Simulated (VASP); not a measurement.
Computed with AM05 GGA, VASP's PBE PAW potentials (set 64) (plane waves; VASP).

The input files of a VASP run:

POSCAR:
```
Sc
1.0
  1.6417459615  -2.8435873340   0.0000000000
  1.6417459615   2.8435873340   0.0000000000
  0.0000000000   0.0000000000   5.1033893304
Sc
2
Cart
  1.6417459615   0.9478643404   1.2758473326
  1.6417459615  -0.9478643404   3.8275419978
```

INCAR:
```
SIGMA  =  0.1   # width (eV)
EDIFFG  =  -0.01   # ionic stop
PREC  =  Accurate
LWAVE  =  .FALSE.
ALGO  =  Normal
LASPH  =  .TRUE.   # aspherical one-centre terms
LMAXMIX  =  4
LCHARG  =  .FALSE.
NELM  =  100   # most electronic steps
EDIFF  =  1E-6
GGA  =  AM
LREAL  =  .FALSE.
ISIF  =  3
SYSTEM  =  Sc
ENCUT  =  520
ISMEAR  =  1
IBRION  =  2   # conjugate gradients
NSW  =  60
```

**KPOINTS**
```
Automatic mesh
0
Gamma
12 12 7
0 0 0
```

POTCAR, in this order: Sc_sv (PBE.64 set). Program: vasp_std.

What does the run give for the energy per atom (σ→0), volume per atom, band gap (on the k-mesh)?

```
Item                                                         Value
------------------------  ----------------------------------------
energy per atom (σ→0)                               -6.397 eV/atom
band gap (on the k-mesh)  none (metal, semimetal or under 0.01 eV)
volume per atom                                      23.85 Å³/atom
```

### OSZICAR
```
...
   1 F= -.12793793E+02 E0= -.12793811E+02  d E =-.127938E+02
       N       E                     dE             d eps       ncg     rms          rms(c)
DAV:   1    -0.127942047743E+02   -0.41066E-03   -0.14570E-02  3492   0.236E+00    0.133E-01
DAV:   2    -0.127938505750E+02    0.35420E-03   -0.11347E-03  3476   0.464E-01    0.423E-02
DAV:   3    -0.127938168579E+02    0.33717E-04   -0.12328E-04  3749   0.154E-01    0.172E-02
DAV:   4    -0.127938146740E+02    0.21840E-05   -0.73060E-06  3028   0.395E-02    0.233E-03
DAV:   5    -0.127938148499E+02   -0.17593E-06   -0.88539E-07  1609   0.178E-02
   2 F= -.12793815E+02 E0= -.12793835E+02  d E =-.213834E-04
```

The compound is Sc in the hcp structure. This run relaxes it. Symmetry was kept, so distortions that lower it aren't found. The start is the result of an earlier pass.
